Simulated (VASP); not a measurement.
OSZICAR of a VASP run on NaCl (rock salt):

File OSZICAR:
```
       N       E                     dE             d eps       ncg     rms          rms(c)
DAV:   1     0.966327755747E+02    0.96633E+02   -0.74961E+03   779   0.136E+03
DAV:   2    -0.770675008998E+00   -0.97403E+02   -0.90067E+02   899   0.294E+02
DAV:   3    -0.727101367497E+01   -0.65003E+01   -0.64671E+01   923   0.779E+01
DAV:   4    -0.737874703108E+01   -0.10773E+00   -0.10764E+00   906   0.106E+01
DAV:   5    -0.738091532132E+01   -0.21683E-02   -0.21682E-02   942   0.151E+00    0.240E+00
DAV:   6    -0.721915747968E+01    0.16176E+00   -0.27552E-01   969   0.466E+00    0.182E+00
DAV:   7    -0.719708297380E+01    0.22075E-01   -0.63648E-02   936   0.211E+00    0.108E+00
DAV:   8    -0.719545520427E+01    0.16278E-02   -0.34896E-03   890   0.765E-01    0.170E-01
DAV:   9    -0.719541731317E+01    0.37891E-04   -0.12232E-04   903   0.154E-01    0.553E-02
DAV:  10    -0.719542116448E+01   -0.38513E-05   -0.26339E-05   955   0.105E-01    0.732E-03
DAV:  11    -0.719542112875E+01    0.35729E-07   -0.44488E-06   872   0.371E-02
   1 F= -.30136258E+01 E0= -.30136258E+01  d E =-.301363E+01
       N       E                     dE             d eps       ncg     rms          rms(c)
DAV:   1    -0.852101706807E+01   -0.13256E+01   -0.39463E+01   866   0.962E+01    0.101E+01
DAV:   2    -0.705942437154E+01    0.14616E+01   -0.18618E+00   845   0.181E+01    0.379E+00
DAV:   3    -0.672372480326E+01    0.33570E+00   -0.68037E-01   872   0.106E+01    0.228E+00
DAV:   4    -0.668925351682E+01    0.34471E-01   -0.26892E-02  1079   0.226E+00    0.204E-01
DAV:   5    -0.668818264671E+01    0.10709E-02   -0.30337E-03   815   0.476E-01    0.518E-02
DAV:   6    -0.668816894256E+01    0.13704E-04   -0.24146E-04   905   0.181E-01    0.540E-02
DAV:   7    -0.668816385530E+01    0.50873E-05   -0.29566E-05   860   0.684E-02    0.919E-03
DAV:   8    -0.668816192036E+01    0.19349E-05   -0.27325E-06   764   0.364E-02    0.106E-03
DAV:   9    -0.668816192016E+01    0.20077E-09   -0.71029E-08   403   0.409E-03
   2 F= -.31002574E+01 E0= -.31002574E+01  d E =-.866316E-01
       N       E                     dE             d eps       ncg     rms          rms(c)
DAV:   1    -0.706166714041E+01   -0.37351E+00   -0.40738E+00   872   0.363E+01    0.267E+00
DAV:   2    -0.692434566353E+01    0.13732E+00   -0.20588E-01   821   0.552E+00    0.114E+00
DAV:   3    -0.689291801310E+01    0.31428E-01   -0.64145E-02   875   0.321E+00    0.519E-01
DAV:   4    -0.688978808429E+01    0.31299E-02   -0.23218E-03  1071   0.616E-01    0.523E-02
DAV:   5    -0.688970301068E+01    0.85074E-04   -0.22573E-04   814   0.131E-01    0.244E-02
DAV:   6    -0.688969783193E+01    0.51787E-05   -0.74972E-06   908   0.473E-02    0.119E-02
DAV:   7    -0.688969738439E+01    0.44755E-06   -0.16002E-06   442   0.179E-02
   3 F= -.31255976E+01 E0= -.31255976E+01  d E =-.111972E+00
```

**Question.** Which electronic solver shows in the log?

**Answer.** It is blocked Davidson (ALGO = Normal, or the opening steps of other solvers). The INCAR had ALGO = Normal.

**Question.** Can the final energy be trusted as converged?

**Answer.** The run converged. It stopped with EDIFF = 1E-6, NELM = 100, NSW = 40 and EDIFFG = -0.02 after 3 ionic steps (LDA (Ceperley-Alder, Perdew-Zunger), plane waves, VASP's LDA PAW potentials (set 64)). Energy and stress use the plane-wave basis of the starting cell.

The compound is NaCl in the rock salt structure. This run relaxes it under an external pressure of 20 GPa. Symmetry was kept, so distortions that lower it aren't found.
